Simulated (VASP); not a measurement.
Given:

```
SrTiO3
1.0
    3.97779     0.00000     0.00000
    0.00000     3.97779     0.00000
    0.00000     0.00000     3.97779
Sr Ti O
1 1 3
Cartesian
  0.00000   0.00000   0.00000
  1.98889   1.98889   1.98889
  1.98889   0.00000   1.98889
  0.00000   1.98889   1.98889
  1.98889   1.98889   0.00000
```

These are RPBE GGA, VASP's PBE PAW potentials (set 64) (plane waves; VASP 6.6.1) values and carry that method's errors. Settings: 520 eV cut-off, 6×6×6 Γ-centred mesh, tetrahedra with Blöchl corrections, potentials Sr_sv Ti_sv O.

**Question.** The job: SrTiO$_{3}$ (cubic perovskite), 5 atoms, RPBE, static run, 520 eV, 6×6×6 Γ-centred mesh. Roughly how much core time does it take on a busy server core?

**Answer.** About 20 core-seconds (one run on a shared machine, a rough figure). It had 20 irreducible k-points, 24 bands, up to 1743 plane waves and 18 electronic steps.

The compound is SrTiO3 in the cubic perovskite structure, the ideal cubic form; the compound distorts at low or room temperature. It was relaxed first, which changed the volume by +6 %.
